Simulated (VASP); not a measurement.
Input for VASP

**INCAR**
```
SYSTEM = Rb
PREC = Accurate
ENCUT = 400
EDIFF = 1E-6
NELM = 100
ALGO = Normal
LREAL = .FALSE.
LASPH = .TRUE.
ISMEAR = 1
SIGMA = 0.1
GGA = PE
LMAXMIX = 4
LWAVE = .FALSE.
LCHARG = .FALSE.
ISIF = 2
```

**POSCAR**
```
Rb
1
   -2.8815000000     2.8815000000     2.8815000000
    2.8815000000    -2.8815000000     2.8815000000
    2.8815000000     2.8815000000    -2.8815000000
Rb
1
Direct
  0.0000000000   0.0000000000   0.0000000000
```

### KPOINTS
```
Automatic mesh
0
Gamma
7 7 7
0 0 0
```

POTCAR, in this order: Rb_sv (PBE.64 set). Program: vasp_gam.

The run wrote:

**standard output**
```
 POSCAR found type information on POSCAR Rb
 POSCAR found :  1 types and       1 ions
 Reading from existing POTCAR
 Reading from existing POTCAR
 LDA part: xc-table for (Slater+PW92), standard interpolation

 -----------------------------------------------------------------------------
|                                                                             |
|     EEEEEEE  RRRRRR   RRRRRR   OOOOOOO  RRRRRR      ###     ###     ###     |
|     E        R     R  R     R  O     O  R     R     ###     ###     ###     |
|     E        R     R  R     R  O     O  R     R     ###     ###     ###     |
|     EEEEE    RRRRRR   RRRRRR   O     O  RRRRRR       #       #       #      |
|     E        R   R    R   R    O     O  R   R                               |
|     E        R    R   R    R   O     O  R    R      ###     ###     ###     |
|     EEEEEEE  R     R  R     R  OOOOOOO  R     R     ###     ###     ###     |
|                                                                             |
|     You are using the Gamma-point-only version with more than one           |
|     k-point or some other non-Gamma k-point.                                |
|                                                                             |
|       ---->  I REFUSE TO CONTINUE WITH THIS SICK JOB ... BYE!!! <----       |
|                                                                             |
 -----------------------------------------------------------------------------
```

### Question
From input and log, find the fault in this run and mend it.

### Answer
The cause: the Γ-only program was given a k-mesh. VASP stops with an error: You are using the Gamma-point-only version with more than one k-point or some other non-Gamma k-point. ----> I REFUSE TO CONTINUE WITH THIS SICK JOB ... BYE!!! <---- To mend it, run vasp_std.

The mended run (PBE GGA, plane waves, VASP's PBE PAW potentials (set 64)) converges, and its OSZICAR ends with
```
   1 F= -.93581693E+00 E0= -.93579332E+00  d E =-.708402E-04
```

The compound is Rb in the bcc structure. The cell was not relaxed at this level.
